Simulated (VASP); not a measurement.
```
CELL_PARAMETERS angstrom
      0.00000     2.89136     2.89136
      2.89136     0.00000     2.89136
      2.89136     2.89136     0.00000
ATOMIC_POSITIONS crystal
  Ca 0.00000 0.00000 0.00000
  Se 0.50000 0.50000 0.50000
```

Computed with PBE GGA with D4 dispersion, VASP's PBE PAW potentials (set 64) (plane waves; VASP). Run with 520 eV cut-off, 8×8×8 Γ-centred mesh, Gaussian smearing of 0.050 eV, potentials Ca_sv Se.

Q: Estimate the energy per atom (σ→0), pressure, band gap (on the k-mesh) with the smallest direct gap where there is one.

A: 
- band gap (on the k-mesh): 1.84 eV
- smallest direct gap (on the k-mesh): 2.84 eV
- energy per atom (σ→0): -4.964 eV/atom
- pressure: 3.60 GPa

The absolute energy has meaning only against runs of the same code, potentials and settings.

The compound is CaSe in the rock salt structure. This cell is one point of a volume scan, at 0.94 of the reference volume.
